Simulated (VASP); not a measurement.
VASP runs on CsI (space group Pm-3m) share one base input (PBE GGA, plane waves, VASP's PBE PAW potentials (set 64)) and change the settings named in each case.

INCAR:
```
SYSTEM=CsI
PREC=Accurate; ENCUT=300; LREAL=.FALSE.
LASPH=.TRUE.
EDIFF=1E-6; NELM=100; ALGO=Normal
LMAXMIX=4
ISMEAR=0; SIGMA=0.05
GGA=PE
ISIF=2
LWAVE=.FALSE.; LCHARG=.FALSE.
```

### POSCAR
```
CsI
1
    4.5728390000     0.0000000000     0.0000000000
    0.0000000000     4.5728390000     0.0000000000
    0.0000000000     0.0000000000     4.5728390000
Cs I
1 1
Direct
  0.0000000000   0.0000000000   0.0000000000
  0.5000000000   0.5000000000   0.5000000000
```

KPOINTS:
```
Automatic mesh
0
Gamma
7 7 7
0 0 0
```

POTCAR, in this order: Cs_sv I (PBE.64 set). Program: vasp_std.

```json
[
 {"change": "base run", "E(σ→0) (eV/atom)": "-2.7149", "pressure (GPa)": "0.71", "−TS (eV)": "0.0000"},
 {"change": "EDIFF = 1E-09, ENCUT = 420, KPOINTS 10×10×10 Γ-centred mesh", "E(σ→0) (eV/atom)": "-2.7146", "pressure (GPa)": "0.73", "−TS (eV)": "0.0000"},
 {"change": "ENCUT = 150, KPOINTS 8×8×8 Γ-centred mesh shifted by (0.5, 0.5, 0.5)", "E(σ→0) (eV/atom)": "-2.7074", "pressure (GPa)": "-1.77", "−TS (eV)": "0.0000"},
 {"change": "ENCUT = 180, ISMEAR = 1, SIGMA = 0.2, KPOINTS 1×1×1 Γ-centred mesh shifted by (0.5, 0.5, 0.5)", "E(σ→0) (eV/atom)": "-4.7210", "pressure (GPa)": "-15.61", "−TS (eV)": "0.0348"},
 {"change": "ENCUT = 180, ISMEAR = 1, SIGMA = 0.136, KPOINTS 3×3×3 Γ-centred mesh", "E(σ→0) (eV/atom)": "-2.7010", "pressure (GPa)": "0.09", "−TS (eV)": "0.0079"},
 {"change": "EDIFF = 1E-03, ENCUT = 150, KPOINTS 2×2×2 Γ-centred mesh", "E(σ→0) (eV/atom)": "-2.6013", "pressure (GPa)": "-0.78", "−TS (eV)": "0.0000"},
 {"change": "ENCUT = 240, KPOINTS 2×2×2 Γ-centred mesh shifted by (0.5, 0.5, 0.5)", "E(σ→0) (eV/atom)": "-2.8059", "pressure (GPa)": "0.02", "−TS (eV)": "0.0000"},
 {"change": "AEXX = 0.2, AGGAC = 0.81, AGGAX = 0.72, ALDAC = 0.19, GGA = B3, HFRCUT = -1, ISYM = 3, LHFCALC = .TRUE., PRECFOCK = Fast, KPOINTS 2×2×2 Γ-centred mesh", "E(σ→0) (eV/atom)": "-2.9355", "pressure (GPa)": "2.08", "−TS (eV)": "0.0000"},
 {"change": "AEXX = 0.25, HFSCREEN = 0.2, ISYM = 3, LHFCALC = .TRUE., PRECFOCK = Fast, KPOINTS 4×4×4 Γ-centred mesh", "E(σ→0) (eV/atom)": "-3.1587", "pressure (GPa)": "0.46", "−TS (eV)": "0.0000"}
]
```
 Energies of different potentials or functionals have different zeros.  Unless said otherwise, spin-orbit coupling is left out, though it shifts the bands of the heavy elements here. At 300 eV the pressure can carry a Pulay error.

Left out are runs that ran out of time, are held back, or changed the cell or the kind of run, fixed moments of cells without a moment, rows past the twelfth, gaps on odd meshes, pressures of charged cells and columns that move by less than the noise.

The structure comes from a computed database's CsI entry; how it stands against other phases isn't given here. The cell was not relaxed at this level, its lattice was scaled by up to 2.5 %.
